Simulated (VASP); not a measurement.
```yaml
crystal:
  lattice:
    - [0.00000, 3.10259, 3.10259]
    - [3.10259, 0.00000, 3.10259]
    - [3.10259, 3.10259, 0.00000]
  atoms:
    - { symbol: Ge, position: [0.00000, 0.00000, 0.00000] }
    - { symbol: Mo, position: [0.50000, 0.50000, 0.50000] }
    - { symbol: Mo, position: [0.25000, 0.25000, 0.25000] }
    - { symbol: Mo, position: [0.75000, 0.75000, 0.75000] }
```

Calculation: PBEsol GGA with spin-orbit coupling, VASP's PBE PAW potentials (set 64) (plane waves; VASP 6.6.1). Settings: 400 eV cut-off, 8×8×8 Γ-centred mesh, Gaussian smearing of 0.050 eV, potentials Ge_d Mo_sv.

Q: Give the energies of bands 51 to 64 at the high-symmetry points, in eV from the Fermi level.

A: 
| band | Γ | X | U | L | W |
|---|---|---|---|---|---|
| 51 | -2.08 | -2.63 | -1.84 | -1.58 | -1.42 |
| 52 | -2.08 | -2.63 | -1.84 | -1.58 | -1.42 |
| 53 | 0.83 | -1.17 | -0.72 | -0.73 | -1.34 |
| 54 | 0.83 | -1.17 | -0.72 | -0.73 | -1.34 |
| 55 | 1.62 | 0.18 | -0.41 | -0.63 | -0.66 |
| 56 | 1.62 | 0.18 | -0.41 | -0.63 | -0.66 |
| 57 | 1.62 | 0.27 | 0.02 | -0.37 | 0.25 |
| 58 | 1.62 | 0.27 | 0.02 | -0.37 | 0.25 |
| 59 | 1.66 | 0.51 | 0.34 | 1.46 | 0.78 |
| 60 | 1.66 | 0.51 | 0.34 | 1.46 | 0.78 |
| 61 | 2.00 | 1.24 | 0.66 | 1.59 | 0.93 |
| 62 | 2.00 | 1.24 | 0.66 | 1.60 | 0.93 |
| 63 | 2.00 | 1.64 | 1.79 | 1.81 | 1.34 |
| 64 | 2.00 | 1.64 | 1.79 | 1.83 | 1.34 |

It has no gap at this level: it comes out as a metal or semimetal.

The structure was generated: GeMo3 was put into the D03 type (Fm-3m), which need not be its known phase. It was relaxed first, which changed the volume by -21 %.
